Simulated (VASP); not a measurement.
Computed with PBEsol GGA, VASP's PBE PAW potentials (set 64) (plane waves; VASP).

The input files of a VASP run:

INCAR:
```
LMAXMIX  =  6   # l cut-off of mixed one-centre charges
GGA  =  PS   # PBEsol
ISPIN  =  2
LWAVE  =  F
LCHARG  =  F
LREAL  =  F   # projection in real space or not
PREC  =  Accurate
NSW  =  60
SIGMA  =  0.1
MAGMOM  =  3.0 0.0
LORBIT  =  10
ENCUT  =  520   # plane-wave cut-off (eV)
NELM  =  100
LASPH  =  T   # aspherical one-centre terms
ISMEAR  =  1
EDIFFG  =  -0.01   # ionic stop
ISIF  =  3   # ions, shape and volume
EDIFF  =  1E-6   # SCF stop (eV)
SYSTEM  =  FePt
ALGO  =  Normal   # blocked Davidson
IBRION  =  2
```

**KPOINTS**
```
Automatic mesh
0
Gamma
12 12 9
0 0 0
```

POSCAR:
```
FePt
1
    2.7200000000     0.0000000000     0.0000000000
    0.0000000000     2.7200000000     0.0000000000
    0.0000000000     0.0000000000     3.7100000000
Fe Pt
1 1
Direct
  0.0000000000   0.0000000000   0.0000000000
  0.5000000000   0.5000000000   0.5000000000
```

POTCAR, in this order: Fe Pt (PBE.64 set). Program: vasp_std.

The run wrote:

### OUTCAR
```
 ion  position               nearest neighbor table
   1  0.000  0.000  0.000-   2 2.67   2 2.67   2 2.67   2 2.67   2 2.67   2 2.67   2 2.67   2 2.67
  LATTYP: Found a simple tetragonal cell.
 ALAT       =     2.7200000000
 C/A-ratio  =     1.3639705882
 Subroutine PRICEL returns:
 Original cell was already a primitive cell.
 Subroutine GETGRP returns: Found 16 space group operations
The static configuration has the point symmetry D_4h.
The dynamic configuration has the point symmetry D_4h.
The overall configuration has the point symmetry D_4h.
 Subroutine INISYM returns: Found 16 space group operations
 Subroutine IBZKPT returns following result:
 Found    140 irreducible k-points:

 Following reciprocal coordinates:
            Coordinates               Weight
  0.000000  0.000000  0.000000      1.000000
  0.083333  0.000000  0.000000      4.000000
  0.166667  0.000000  0.000000      4.000000
  0.250000  0.000000  0.000000      4.000000
  0.333333  0.000000  0.000000      4.000000
  0.416667  0.000000  0.000000      4.000000
  0.500000  0.000000  0.000000      2.000000
  0.083333  0.083333  0.000000      4.000000
  0.166667  0.083333  0.000000      8.000000
  0.250000  0.083333  0.000000      8.000000
  0.333333  0.083333  0.000000      8.000000
  0.416667  0.083333  0.000000      8.000000
  0.500000  0.083333  0.000000      4.000000
  0.166667  0.166667  0.000000      4.000000
  0.250000  0.166667  0.000000      8.000000
  0.333333  0.166667  0.000000      8.000000
  0.416667  0.166667  0.000000      8.000000
  0.500000  0.166667  0.000000      4.000000
  0.250000  0.250000  0.000000      4.000000
  0.333333  0.250000  0.000000      8.000000
  0.416667  0.250000  0.000000      8.000000
  0.500000  0.250000  0.000000      4.000000
  0.333333  0.333333  0.000000      4.000000
...
```

OSZICAR:
```
       N       E                     dE             d eps       ncg     rms          rms(c)
DAV:   1     0.927374190998E+02    0.92737E+02   -0.87528E+03  8616   0.132E+03
DAV:   2    -0.145305478134E+02   -0.10727E+03   -0.96265E+02  8617   0.259E+02
DAV:   3    -0.179360479392E+02   -0.34055E+01   -0.32912E+01 10536   0.554E+01
DAV:   4    -0.179708359299E+02   -0.34788E-01   -0.34773E-01  9490   0.476E+00
DAV:   5    -0.179717528808E+02   -0.91695E-03   -0.91693E-03 11217   0.882E-01    0.174E+01
DAV:   6    -0.191775699284E+02   -0.12058E+01   -0.15419E+01  9165   0.874E+01    0.248E+01
DAV:   7    -0.164172193140E+02    0.27604E+01   -0.10594E+01 10845   0.845E+01    0.904E+00
DAV:   8    -0.163790654561E+02    0.38154E-01   -0.51653E-01 10011   0.110E+01    0.438E+00
DAV:   9    -0.162917414515E+02    0.87324E-01   -0.14603E-01 12312   0.788E+00    0.187E+00
DAV:  10    -0.162780923058E+02    0.13649E-01   -0.42168E-02 12675   0.403E+00    0.753E-01
DAV:  11    -0.162770387522E+02    0.10536E-02   -0.25784E-03 12089   0.867E-01    0.277E-01
DAV:  12    -0.162768696894E+02    0.16906E-03   -0.31287E-04 11171   0.246E-01    0.663E-02
DAV:  13    -0.162768862853E+02   -0.16596E-04   -0.49580E-05 10611   0.129E-01    0.397E-02
DAV:  14    -0.162768823124E+02    0.39729E-05   -0.47833E-06  9188   0.572E-02    0.145E-02
DAV:  15    -0.162768815462E+02    0.76614E-06   -0.23165E-06  7088   0.381E-02
   1 F= -.16276882E+02 E0= -.16276493E+02  d E =-.162769E+02  mag=     3.2747
       N       E                     dE             d eps       ncg     rms          rms(c)
DAV:   1    -0.169071207022E+02   -0.63024E+00   -0.11621E+01  8582   0.466E+01    0.704E+00
DAV:   2    -0.162610817345E+02    0.64604E+00   -0.14679E+00  9506   0.156E+01    0.368E+00
DAV:   3    -0.162604504675E+02    0.63127E-03   -0.44289E-02 10368   0.268E+00    0.193E+00
DAV:   4    -0.162581662164E+02    0.22843E-02   -0.12697E-02 11627   0.292E+00    0.643E-01
DAV:   5    -0.162567426757E+02    0.14235E-02   -0.10679E-02 10206   0.280E+00    0.626E-01
DAV:   6    -0.162551576636E+02    0.15850E-02   -0.32965E-03 12245   0.121E+00    0.137E-01
DAV:   7    -0.162552400535E+02   -0.82390E-04   -0.25115E-04 10280   0.234E-01    0.506E-02
DAV:   8    -0.162552596596E+02   -0.19606E-04   -0.29185E-05 10703   0.777E-02    0.345E-02
DAV:   9    -0.162552666682E+02   -0.70086E-05   -0.57008E-06  9957   0.285E-02    0.114E-02
DAV:  10    -0.162552662007E+02    0.46750E-06   -0.15383E-06  5508   0.303E-02
   2 F= -.16255266E+02 E0= -.16255386E+02  d E =0.216153E-01  mag=     3.1334
       N       E                     dE             d eps       ncg     rms          rms(c)
DAV:   1    -0.165512145610E+02   -0.29595E+00   -0.47177E+00  8547   0.305E+01    0.396E+00
DAV:   2    -0.162919110045E+02    0.25930E+00   -0.61955E-01  9478   0.108E+01    0.245E+00
DAV:   3    -0.162958451745E+02   -0.39342E-02   -0.42724E-02 10714   0.440E+00    0.188E+00
DAV:   4    -0.162899505383E+02    0.58946E-02   -0.30066E-02 10854   0.483E+00    0.712E-01
DAV:   5    -0.162883799956E+02    0.15705E-02   -0.85706E-03 10260   0.246E+00    0.543E-01
DAV:   6    -0.162875992002E+02    0.78080E-03   -0.17332E-03 12427   0.780E-01    0.836E-02
DAV:   7    -0.162876261167E+02   -0.26917E-04   -0.10476E-04  9640   0.127E-01    0.342E-02
DAV:   8    -0.162876318610E+02   -0.57443E-05   -0.12947E-05 11852   0.588E-02    0.246E-02
DAV:   9    -0.162876337430E+02   -0.18820E-05   -0.28070E-06  8824   0.302E-02    0.642E-03
DAV:  10    -0.162876338661E+02   -0.12310E-06   -0.57530E-07  4536   0.123E-02
   3 F= -.16287634E+02 E0= -.16287492E+02  d E =-.107523E-01  mag=     3.2241
       N       E                     dE             d eps       ncg     rms          rms(c)
DAV:   1    -0.162876728645E+02   -0.39122E-04   -0.63834E-04  8596   0.346E-01    0.475E-02
DAV:   2    -0.162876369643E+02    0.35900E-04   -0.86958E-05  9702   0.114E-01    0.281E-02
DAV:   3    -0.162876370432E+02   -0.78922E-07   -0.21563E-06  7641   0.278E-02
   4 F= -.16287637E+02 E0= -.16287501E+02  d E =-.107555E-01  mag=     3.2231
       N       E                     dE             d eps       ncg     rms          rms(c)
DAV:   1    -0.162900416899E+02   -0.24047E-02   -0.10555E-01  9352   0.264E+00    0.299E-01
DAV:   2    -0.162898478875E+02    0.19380E-03   -0.65642E-03 11565   0.196E+00    0.470E-01
DAV:   3    -0.162885841838E+02    0.12637E-02   -0.36562E-03 10753   0.166E+00    0.145E-01
DAV:   4    -0.162883375920E+02    0.24659E-03   -0.37484E-04 10704   0.202E-01    0.646E-02
DAV:   5    -0.162883274469E+02    0.10145E-04   -0.33146E-05 12130   0.105E-01    0.229E-02
DAV:   6    -0.162883248578E+02    0.25891E-05   -0.22623E-06  7861   0.188E-02    0.929E-03
DAV:   7    -0.162883246344E+02    0.22339E-06   -0.62666E-07  4495   0.880E-03
   5 F= -.16288325E+02 E0= -.16288220E+02  d E =-.687591E-03  mag=     3.2113
       N       E                     dE             d eps       ncg     rms          rms(c)
DAV:   1    -0.162899158206E+02   -0.15910E-02   -0.85668E-02  9394   0.237E+00    0.268E-01
DAV:   2    -0.162897455743E+02    0.17025E-03   -0.51984E-03 11598   0.174E+00    0.414E-01
DAV:   3    -0.162887361406E+02    0.10094E-02   -0.28829E-03 10767   0.148E+00    0.131E-01
DAV:   4    -0.162885384914E+02    0.19765E-03   -0.29927E-04 10668   0.181E-01    0.597E-02
DAV:   5    -0.162885300967E+02    0.83948E-05   -0.25904E-05 12056   0.919E-02    0.210E-02
DAV:   6    -0.162885279418E+02    0.21548E-05   -0.16822E-06  6861   0.166E-02    0.836E-03
DAV:   7    -0.162885277557E+02    0.18619E-06   -0.57108E-07  4515   0.851E-03
   6 F= -.16288528E+02 E0= -.16288447E+02  d E =-.890712E-03  mag=     3.1999
```

OUTCAR:
```
------------------------ aborting loop because EDIFF is reached ----------------------------------------
  FORCE on cell =-STRESS in cart. coord.  units (eV):
  Direction    XX          YY          ZZ          XY          YZ          ZX
  --------------------------------------------------------------------------------------
  Total        0.0090157      0.0090157      0.0054059      0.0000000      0.0000000     -0.0000000
  in kB        0.5389071      0.5389071      0.3231303      0.0000000      0.0000000     -0.0000000
  external PRESSURE =       0.4669815 kB  Pullay stress =       0.0000000 kB
  volume of cell :       26.80
      direct lattice vectors                 reciprocal lattice vectors
     2.686343409 -0.000000000 -0.000000000     0.372253226  0.000000000 -0.000000000
     0.000000000  2.686343409  0.000000000    -0.000000000  0.372253226 -0.000000000
     0.000000000  0.000000000  3.714280923     0.000000000  0.000000000  0.269231117
 POSITION                                       TOTAL-FORCE (eV/Angst)
 -----------------------------------------------------------------------------------
      0.00000      0.00000      0.00000        -0.000000     -0.000000      0.000000
      1.34317      1.34317      1.85714         0.000000      0.000000      0.000000
 -----------------------------------------------------------------------------------
    total drift:                               -0.000000      0.000000      0.000000
  FREE ENERGIE OF THE ION-ELECTRON SYSTEM (eV)
  ---------------------------------------------------
  free  energy   TOTEN  =       -16.2885277557 eV

  energy  without entropy=      -16.2882864176  energy(sigma->0) =      -16.28844731

 total charge

# of ion       s       p       d       tot
------------------------------------------
    1        0.423   0.478   6.150   7.051
    2        0.723   0.704   8.064   9.491
--------------------------------------------------
tot          1.146   1.182  14.214  16.542

 magnetization (x)

# of ion       s       p       d       tot
------------------------------------------
    1        0.003  -0.007   2.856   2.852
    2       -0.025  -0.066   0.404   0.312
--------------------------------------------------
tot         -0.022  -0.073   3.260   3.165

 reached required accuracy - stopping structural energy minimisation
```
(Selected blocks of OUTCAR.)

**CONTCAR**
```
FePt
   1.00000000000000
     2.6863434090012519   -0.0000000000000000   -0.0000000000000000
     0.0000000000000000    2.6863434090012519    0.0000000000000000
     0.0000000000000000    0.0000000000000000    3.7142809233806444
  Fe              Pt
     1     1
Direct
     0.0000000000000000    0.0000000000000000    0.0000000000000000
     0.5000000000000000    0.5000000000000000    0.5000000000000000
```

**OUTCAR**
```
 val. band max:        8.8944899298   @ k =   0.3333   0.1667   0.2222

 cond. band min:       8.8962346624   @ k =   0.3333   0.1667   0.0000


 Fermi energy:         8.8945491576

 spin component 1

 k-point     1 :       0.0000    0.0000    0.0000
  band No.  band energies     occupation
      1      -0.9689      1.00000
      2       2.3438      1.00000
      3       2.4905      1.00000
      4       5.4627      1.00000
      5       5.4627      1.00000
      6       5.9630      1.00000
      7       6.9249      1.00000
      8       7.0453      1.00000
      9       8.4951      1.00000
     10       8.6393      1.00091
     11       8.6393      1.00091
     12      10.9996      0.00000
     13      18.8039      0.00000
     14      20.8952      0.00000
     15      20.8952      0.00000

 k-point     2 :       0.0833    0.0000    0.0000
  band No.  band energies     occupation
      1      -0.7809      1.00000
      2       2.4464      1.00000
      3       2.6217      1.00000
      4       5.3765      1.00000
      5       5.5171      1.00000
      6       6.0143      1.00000
      7       6.8767      1.00000
      8       7.0452      1.00000
      9       8.0221      1.00000
     10       8.3210      1.00000
     11       8.5900      1.00007
     12      11.7946      0.00000
     13      18.6423      0.00000
     14      20.0044      0.00000
     15      21.2460      0.00000

 k-point     3 :       0.1667    0.0000    0.0000
  band No.  band energies     occupation
      1      -0.2469      1.00000
      2       2.6796      1.00000
      3       3.0538      1.00000
      4       5.1277      1.00000
      5       5.6765      1.00000
      6       6.1164      1.00000
      7       6.7465      1.00000
      8       7.0636      1.00000
      9       7.0946      1.00000
     10       7.8803      1.00000
     11       8.4443      1.00000
     12      13.3003      0.00000
     13      17.3996      0.00000
...
```

Energy and stress use the plane-wave basis of the starting cell. Unless said otherwise, spin-orbit coupling is left out, though it shifts the bands of the heavy elements here.

The compound is FePt in the L1_0 structure. This run relaxes it. Symmetry was kept, so distortions that lower it aren't found.
